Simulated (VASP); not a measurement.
All values below come from PBEsol GGA, VASP's PBE PAW potentials (set 64) (plane waves; VASP 6.6.1).

Input for VASP

**INCAR**
```
# general
SYSTEM  = WS2
PREC    = Accurate
ENCUT   = 500
LREAL   = F
LASPH   = T

# electronic loop
EDIFF   = 1E-6
NELM    = 100
ALGO    = Normal
LMAXMIX = 6

# smearing
ISMEAR  = 0
SIGMA   = 0.05

# functional
GGA     = PS

# ions
IBRION  = 2
NSW     = 40
ISIF    = 3
EDIFFG  = -0.02
PSTRESS = 50

# output
LWAVE   = F
LCHARG  = F
```

**POSCAR**
```
WS2
1.0
  1.5732092032  -2.7248782491   0.0000000000
  1.5732092032   2.7248782491   0.0000000000
  0.0000000000   0.0000000000  12.5661422620
W S
2 4
Direct
  0.3333330000   0.6666670000   0.2500000000
  0.6666670000   0.3333330000   0.7500000000
  0.3333330000   0.6666670000   0.8748498095
  0.6666670000   0.3333330000   0.3748498095
  0.6666670000   0.3333330000   0.1251501905
  0.3333330000   0.6666670000   0.6251501905
```

**KPOINTS**
```
Regular mesh
0
gamma
 8 8 2
```

POTCAR, in this order: W_sv S (PBE.64 set). Program: vasp_std.

The run wrote:

**OUTCAR**
```
 ion  position               nearest neighbor table
   1  0.333  0.667  0.250-   4 2.40   5 2.40   4 2.40   5 2.40   4 2.40   5 2.40
   2  0.667  0.333  0.750-   3 2.40   6 2.40   3 2.40   6 2.40   3 2.40   6 2.40
   3  0.333  0.667  0.875-   2 2.40   2 2.40   2 2.40
   4  0.667  0.333  0.375-   1 2.40   1 2.40   1 2.40
   5  0.667  0.333  0.125-   1 2.40   1 2.40   1 2.40
   6  0.333  0.667  0.625-   2 2.40   2 2.40   2 2.40
  LATTYP: Found a hexagonal cell.
 ALAT       =     3.1464183875
 C/A-ratio  =     3.9937925330
 Subroutine PRICEL returns:
 Original cell was already a primitive cell.
 Subroutine GETGRP returns: Found 24 space group operations
The static configuration has the point symmetry D_3d.
 The point group associated with its full space group is D_6h.
The dynamic configuration has the point symmetry D_3d.
 Subroutine INISYM returns: Found 24 space group operations
 Subroutine IBZKPT returns following result:
 Found     20 irreducible k-points:

 Following reciprocal coordinates:
            Coordinates               Weight
  0.000000  0.000000  0.000000      1.000000
  0.125000  0.000000  0.000000      6.000000
  0.250000  0.000000  0.000000      6.000000
...
```

### OSZICAR
```
...
DAV:   7    -0.504666373622E+02    0.46043E-05   -0.10649E-04  1468   0.644E-02    0.204E-02
DAV:   8    -0.504666378789E+02   -0.51676E-06   -0.48855E-06  1338   0.128E-02
   5 F= -.47281264E+02 E0= -.47281264E+02  d E =-.440910E-01
       N       E                     dE             d eps       ncg     rms          rms(c)
DAV:   1    -0.505230159037E+02   -0.56379E-01   -0.28219E+00  1240   0.110E+01    0.185E+00
DAV:   2    -0.504745286017E+02    0.48487E-01   -0.40048E-01  1363   0.405E+00    0.124E+00
DAV:   3    -0.504682842281E+02    0.62444E-02   -0.18763E-02  1401   0.776E-01    0.502E-01
DAV:   4    -0.504650168745E+02    0.32674E-02   -0.89258E-03  1442   0.419E-01    0.230E-01
DAV:   5    -0.504645728449E+02    0.44403E-03   -0.14788E-03  1535   0.253E-01    0.177E-01
DAV:   6    -0.504645313104E+02    0.41535E-04   -0.40501E-04  1560   0.113E-01    0.379E-02
DAV:   7    -0.504645336365E+02   -0.23262E-05   -0.43098E-05  1429   0.349E-02    0.148E-02
DAV:   8    -0.504645323135E+02    0.13230E-05   -0.41553E-06  1278   0.129E-02    0.856E-03
DAV:   9    -0.504645317536E+02    0.55986E-06   -0.11825E-06   851   0.529E-03
   6 F= -.47305050E+02 E0= -.47305050E+02  d E =-.237862E-01
       N       E                     dE             d eps       ncg     rms          rms(c)
DAV:   1    -0.509705372523E+02   -0.50600E+00   -0.25812E+01  1248   0.332E+01    0.529E+00
DAV:   2    -0.505221975729E+02    0.44834E+00   -0.35225E+00  1339   0.120E+01    0.368E+00
DAV:   3    -0.504680676847E+02    0.54130E-01   -0.16251E-01  1461   0.230E+00    0.135E+00
DAV:   4    -0.504412416328E+02    0.26826E-01   -0.64537E-02  1441   0.116E+00    0.719E-01
DAV:   5    -0.504366295398E+02    0.46121E-02   -0.13546E-02  1558   0.787E-01    0.523E-01
DAV:   6    -0.504358422559E+02    0.78728E-03   -0.45725E-03  1561   0.373E-01    0.150E-01
DAV:   7    -0.504358816523E+02   -0.39396E-04   -0.46005E-04  1450   0.114E-01    0.486E-02
DAV:   8    -0.504358608622E+02    0.20790E-04   -0.11637E-04  1539   0.704E-02    0.814E-03
DAV:   9    -0.504358604302E+02    0.43201E-06   -0.10862E-05  1365   0.185E-02    0.637E-03
DAV:  10    -0.504358605366E+02   -0.10638E-06   -0.66284E-07   886   0.606E-03
   7 F= -.47354510E+02 E0= -.47354510E+02  d E =-.732464E-01
       N       E                     dE             d eps       ncg     rms          rms(c)
DAV:   1    -0.523573008593E+02   -0.19214E+01   -0.10686E+02  1262   0.679E+01    0.116E+01
DAV:   2    -0.505253500375E+02    0.18320E+01   -0.14200E+01  1324   0.239E+01    0.724E+00
DAV:   3    -0.503082198304E+02    0.21713E+00   -0.71605E-01  1498   0.480E+00    0.257E+00
DAV:   4    -0.502267329178E+02    0.81487E-01   -0.14435E-01  1483   0.191E+00    0.192E+00
DAV:   5    -0.502003527116E+02    0.26380E-01   -0.64535E-02  1505   0.181E+00    0.108E+00
DAV:   6    -0.501969231568E+02    0.34296E-02   -0.17365E-02  1497   0.758E-01    0.473E-01
DAV:   7    -0.501969901505E+02   -0.66994E-04   -0.25025E-03  1450   0.269E-01    0.172E-01
DAV:   8    -0.501969301818E+02    0.59969E-04   -0.70680E-04  1536   0.165E-01    0.654E-02
DAV:   9    -0.501969249002E+02    0.52816E-05   -0.42950E-05  1529   0.375E-02    0.421E-02
DAV:  10    -0.501969246050E+02    0.29525E-06   -0.62887E-06  1314   0.121E-02
   8 F= -.47273889E+02 E0= -.47273889E+02  d E =0.737434E-02
       N       E                     dE             d eps       ncg     rms          rms(c)
DAV:   1    -0.518830539051E+02   -0.16861E+01   -0.72061E+01  1240   0.589E+01    0.116E+01
DAV:   2    -0.507200329107E+02    0.11630E+01   -0.11993E+01  1447   0.228E+01    0.719E+00
DAV:   3    -0.505199008183E+02    0.20013E+00   -0.78456E-01  1465   0.475E+00    0.332E+00
DAV:   4    -0.504272972358E+02    0.92604E-01   -0.23329E-01  1421   0.215E+00    0.197E+00
DAV:   5    -0.504127833777E+02    0.14514E-01   -0.46978E-02  1462   0.135E+00    0.112E+00
DAV:   6    -0.504116762973E+02    0.11071E-02   -0.10677E-02  1534   0.589E-01    0.326E-01
DAV:   7    -0.504116822847E+02   -0.59874E-05   -0.16353E-03  1450   0.237E-01    0.598E-02
DAV:   8    -0.504116717475E+02    0.10537E-04   -0.79528E-05  1522   0.632E-02    0.319E-02
DAV:   9    -0.504116716319E+02    0.11552E-06   -0.51121E-05  1576   0.319E-02    0.171E-02
DAV:  10    -0.504116696076E+02    0.20243E-05   -0.69946E-06  1300   0.133E-02    0.436E-03
DAV:  11    -0.504116694470E+02    0.16064E-06   -0.61210E-07   872   0.397E-03
   9 F= -.47360127E+02 E0= -.47360127E+02  d E =-.788638E-01
       N       E                     dE             d eps       ncg     rms          rms(c)
DAV:   1    -0.504170758654E+02   -0.54063E-02   -0.95087E-01  1240   0.652E+00    0.110E+00
DAV:   2    -0.504008412998E+02    0.16235E-01   -0.13527E-01  1378   0.239E+00    0.755E-01
DAV:   3    -0.503986963841E+02    0.21449E-02   -0.64975E-03  1471   0.456E-01    0.303E-01
DAV:   4    -0.503975555365E+02    0.11408E-02   -0.31335E-03  1399   0.251E-01    0.135E-01
DAV:   5    -0.503974087475E+02    0.14679E-03   -0.48710E-04  1520   0.149E-01    0.103E-01
DAV:   6    -0.503974001441E+02    0.86033E-05   -0.12803E-04  1598   0.643E-02    0.225E-02
DAV:   7    -0.503974012385E+02   -0.10944E-05   -0.13078E-05  1308   0.193E-02    0.923E-03
DAV:   8    -0.503974007166E+02    0.52190E-06   -0.10761E-06   875   0.733E-03
  10 F= -.47360732E+02 E0= -.47360732E+02  d E =-.794685E-01
       N       E                     dE             d eps       ncg     rms          rms(c)
DAV:   1    -0.504868254847E+02   -0.89424E-01   -0.44182E+00  1240   0.154E+01    0.442E+00
DAV:   2    -0.504462567691E+02    0.40569E-01   -0.29604E-01  1372   0.363E+00    0.134E+00
DAV:   3    -0.504289204721E+02    0.17336E-01   -0.46734E-02  1458   0.126E+00    0.446E-01
DAV:   4    -0.504277024571E+02    0.12180E-02   -0.11186E-02  1529   0.654E-01    0.219E-01
DAV:   5    -0.504274906422E+02    0.21181E-03   -0.92905E-04  1518   0.184E-01    0.150E-01
DAV:   6    -0.504274369631E+02    0.53679E-04   -0.23568E-04  1521   0.834E-02    0.277E-02
DAV:   7    -0.504274206187E+02    0.16344E-04   -0.47482E-05  1408   0.484E-02    0.107E-02
DAV:   8    -0.504274206123E+02    0.63501E-08   -0.30229E-06  1194   0.112E-02
  11 F= -.47348443E+02 E0= -.47348443E+02  d E =0.122890E-01
       N       E                     dE             d eps       ncg     rms          rms(c)
DAV:   1    -0.504418634083E+02   -0.14443E-01   -0.19501E+00  1240   0.101E+01    0.308E+00
DAV:   2    -0.504239428807E+02    0.17921E-01   -0.12954E-01  1355   0.240E+00    0.871E-01
DAV:   3    -0.504164460523E+02    0.74968E-02   -0.17652E-02  1441   0.797E-01    0.303E-01
DAV:   4    -0.504158945238E+02    0.55153E-03   -0.46038E-03  1482   0.434E-01    0.146E-01
DAV:   5    -0.504158223387E+02    0.72185E-04   -0.46137E-04  1470   0.135E-01    0.999E-02
DAV:   6    -0.504158206229E+02    0.17158E-05   -0.96037E-05  1462   0.575E-02    0.159E-02
DAV:   7    -0.504158218133E+02   -0.11904E-05   -0.14920E-05  1416   0.259E-02    0.830E-03
DAV:   8    -0.504158219971E+02   -0.18382E-06   -0.10267E-06   859   0.679E-03
  12 F= -.47365003E+02 E0= -.47365003E+02  d E =-.427134E-02
       N       E                     dE             d eps       ncg     rms          rms(c)
DAV:   1    -0.504210935009E+02   -0.52717E-02   -0.34784E-02  1361   0.136E+00    0.244E-01
DAV:   2    -0.504205344734E+02    0.55903E-03   -0.25242E-03  1388   0.367E-01    0.901E-02
DAV:   3    -0.504204057753E+02    0.12870E-03   -0.25525E-04  1445   0.926E-02    0.527E-02
DAV:   4    -0.504203829080E+02    0.22867E-04   -0.49304E-05  1367   0.433E-02    0.441E-02
DAV:   5    -0.504203737143E+02    0.91937E-05   -0.16879E-05  1437   0.241E-02    0.135E-02
DAV:   6    -0.504203719181E+02    0.17962E-05   -0.30673E-06  1120   0.101E-02    0.424E-03
DAV:   7    -0.504203718363E+02    0.81816E-07   -0.49040E-07   704   0.533E-03
  13 F= -.47365365E+02 E0= -.47365365E+02  d E =-.361441E-03
```

**OUTCAR**
```
------------------------ aborting loop because EDIFF is reached ----------------------------------------
  FORCE on cell =-STRESS in cart. coord.  units (eV):
  Direction    XX          YY          ZZ          XY          YZ          ZX
  --------------------------------------------------------------------------------------
  Total        3.1221298      3.1221297      3.1539566      0.0000000     -0.0000000      0.0000000
  in kB       51.0985714     51.0985701     51.6194672      0.0000000     -0.0000000      0.0000000
  external PRESSURE =       1.2722029 kB  Pullay stress =      50.0000000 kB
  volume of cell :       97.89
      direct lattice vectors                 reciprocal lattice vectors
     1.553953973 -2.691527201  0.000000000     0.321759852 -0.185768139 -0.000000000
     1.553953973  2.691527201 -0.000000000     0.321759852  0.185768139  0.000000000
    -0.000000000 -0.000000000 11.702694342     0.000000000  0.000000000  0.085450407
 POSITION                                       TOTAL-FORCE (eV/Angst)
 -----------------------------------------------------------------------------------
      1.55395      0.89718      2.92567        -0.000000      0.000000      0.000000
      1.55395     -0.89718      8.77702         0.000000     -0.000000      0.000000
      1.55395      0.89718     10.35111        -0.000000      0.000000     -0.012799
      1.55395     -0.89718      4.49976         0.000000      0.000000     -0.012799
      1.55395     -0.89718      1.35158        -0.000000     -0.000000      0.012799
      1.55395      0.89718      7.20293        -0.000000      0.000000      0.012799
 -----------------------------------------------------------------------------------
    total drift:                                0.000144      0.001104     -0.000036
  FREE ENERGIE OF THE ION-ELECTRON SYSTEM (eV)
  ---------------------------------------------------
  free  energy   TOTEN  =       -50.4203718363 eV

  energy  without entropy=      -50.4203718363  energy(sigma->0) =      -50.42037184
  enthalpy is  TOTEN    =       -47.3653648759 eV   P V=        3.0550069604

 reached required accuracy - stopping structural energy minimisation
```
(Selected blocks of OUTCAR.)

CONTCAR:
```
WS2
   1.00000000000000
     1.5539539729518994   -2.6915272014048854    0.0000000000000000
     1.5539539729518994    2.6915272014048854   -0.0000000000000000
    -0.0000000000000000   -0.0000000000000000   11.7026943419758229
  W               S
     2     4
Direct
     0.3333330000000032    0.6666669999999968    0.2500000000000000
     0.6666669999999968    0.3333330000000032    0.7500000000000000
     0.3333330000000032    0.6666669999999968    0.8845065493615581
     0.6666669999999968    0.3333330000000032    0.3845065493615581
     0.6666669999999968    0.3333330000000032    0.1154934506384418
     0.3333330000000032    0.6666669999999968    0.6154934506384419
```

OUTCAR:
```
 val. band max:        8.6224129150   @ k =   0.0000   0.0000   0.0000

 cond. band min:       9.4305245578   @ k =   0.2500   0.1250   0.0000


 Fermi energy:         9.0661882367

 k-point     1 :       0.0000    0.0000    0.0000
  band No.  band energies     occupation
      1     -66.0285      2.00000
      2     -66.0285      2.00000
      3     -30.3414      2.00000
      4     -30.3413      2.00000
      5     -30.1046      2.00000
      6     -30.1046      2.00000
      7     -30.1046      2.00000
      8     -30.1046      2.00000
      9      -7.5100      2.00000
     10      -7.0547      2.00000
     11      -6.0199      2.00000
     12      -5.1824      2.00000
     13       0.2622      2.00000
     14       1.8923      2.00000
     15       4.1222      2.00000
     16       4.9781      2.00000
     17       4.9781      2.00000
     18       5.0061      2.00000
     19       5.0061      2.00000
     20       6.2464      2.00000
     21       6.2465      2.00000
     22       6.3584      2.00000
     23       6.3585      2.00000
     24       6.9873      2.00000
     25       7.3985      2.00000
     26       8.6224      2.00000
     27      10.8158      0.00000
     28      10.8158      0.00000
     29      10.8563      0.00000
     30      10.8564      0.00000
     31      10.8740      0.00000

 k-point     2 :       0.1250    0.0000    0.0000
  band No.  band energies     occupation
      1     -66.0250      2.00000
      2     -66.0250      2.00000
      3     -30.3295      2.00000
      4     -30.3294      2.00000
      5     -30.1696      2.00000
      6     -30.1696      2.00000
      7     -30.1196      2.00000
      8     -30.1195      2.00000
      9      -7.2288      2.00000
     10      -6.7731      2.00000
     11      -5.8852      2.00000
     12      -5.1006      2.00000
     13       0.5939      2.00000
     14       2.2181      2.00000
     15       3.7873      2.00000
     16       4.2885      2.00000
     17       4.3611      2.00000
...
```

Energy and stress use the plane-wave basis of the starting cell. Without a dispersion term in the relaxation, distances and binding between the weakly bound layers, chains or molecules are unreliable, and so is what depends on them. Unless said otherwise, spin-orbit coupling is left out, though it shifts the bands of the heavy elements here.

The compound is WS2 in the 2H layered structure. This run relaxes it under an external pressure of 5 GPa. Symmetry was kept, so distortions that lower it aren't found.
